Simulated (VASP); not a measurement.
NaH (relaxed from the wurtzite structure, space group P6_3/mmc): computed properties

Method: PBEsol GGA, VASP's PBE PAW potentials (set 64) (plane waves; VASP).

space group: P6_3/mmc (194)
cell: a = 3.904 Å, b = 3.904 Å, c = 4.820 Å, α = 90.00°, β = 90.00°, γ = 120.00°
volume per atom: 15.91 Å^3/atom
band gap (over mesh and band path): 3.11 eV
smallest direct gap (over mesh and band path): 3.89 eV
band-edge character: indirect, K-Γ at 0.67 to K
density: 1.25 g/cm³

```
NaH
1.0
    3.90410     0.00000     0.00000
   -1.95205     3.38105     0.00000
    0.00000     0.00000     4.82015
Na H
2 2
Direct
  0.33333   0.66667   0.93755
  0.66667   0.33333   0.43755
  0.33333   0.66667   0.43745
  0.66667   0.33333   0.93745
```

The structure was generated: NaH was put into the wurtzite type (P6_3mc), which need not be its known phase. It was relaxed first, which changed the volume by +35 %. The relaxed cell has space group P6_3/mmc. Symmetry was kept, so distortions that lower it aren't found.
